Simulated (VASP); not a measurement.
Method: AM05 GGA, VASP's PBE PAW potentials (set 64) (plane waves; VASP).

A VASP calculation is set up with these files.

**POSCAR**
```
AuAl2
1
   -0.0000000000     2.9960435890     2.9960435890
    2.9960435890    -0.0000000000     2.9960435890
    2.9960435890     2.9960435890     0.0000000000
Al Au
2 1
Direct
  0.2500000000   0.2500000000   0.2500000000
  0.7500000000   0.7500000000   0.7500000000
  0.0000000000   0.0000000000   0.0000000000
```

INCAR:
```
ALGO  =  Normal
EDIFF  =  1E-7
ENCUT  =  520
GGA  =  AM
ISIF  =  2
ISMEAR  =  -5
LASPH  =  .True.
LCHARG  =  .True.
LEFG  =  .True.
LMAXMIX  =  6
LORBIT  =  11
LREAL  =  .False.
LWAVE  =  .False.
NEDOS  =  601
NELM  =  100
PREC  =  Accurate
SYSTEM  =  AuAl2
```

**KPOINTS**
```
Automatic mesh
0
Gamma
10 10 10
0 0 0
```

POTCAR, in this order: Al Au (PBE.64 set). Program: vasp_std.

Unless said otherwise, spin-orbit coupling is left out, though it shifts the bands of the heavy elements here.

Task: Predict the energy per atom (σ→0), band gap (on the k-mesh).

Result: 
The energy per atom (σ→0) comes out as -4.287 eV/atom and the band gap (on the k-mesh) comes out as none (metal, semimetal or under 0.01 eV).

### OSZICAR
```
...
DAV:   8    -0.128611025411E+02    0.34520E-01   -0.28827E-02  1312   0.128E+00    0.401E-01
DAV:   9    -0.128598170946E+02    0.12854E-02   -0.36623E-03  1284   0.712E-01    0.185E-01
DAV:  10    -0.128600038625E+02   -0.18677E-03   -0.32175E-04  1224   0.142E-01    0.383E-02
DAV:  11    -0.128600017722E+02    0.20903E-05   -0.10100E-05  1380   0.266E-02    0.136E-02
DAV:  12    -0.128600069411E+02   -0.51689E-05   -0.11661E-05  1196   0.227E-02    0.398E-03
DAV:  13    -0.128600067143E+02    0.22683E-06   -0.13146E-07  1036   0.367E-03    0.138E-03
DAV:  14    -0.128600068059E+02   -0.91653E-07   -0.57799E-08   836   0.198E-03
   1 F= -.12860007E+02 E0= -.12860007E+02  d E =0.000000E+00
```

The compound is AuAl2 in the fluorite structure. It was relaxed first. The electron count is odd and the run is not spin-polarised, which forces a metal.
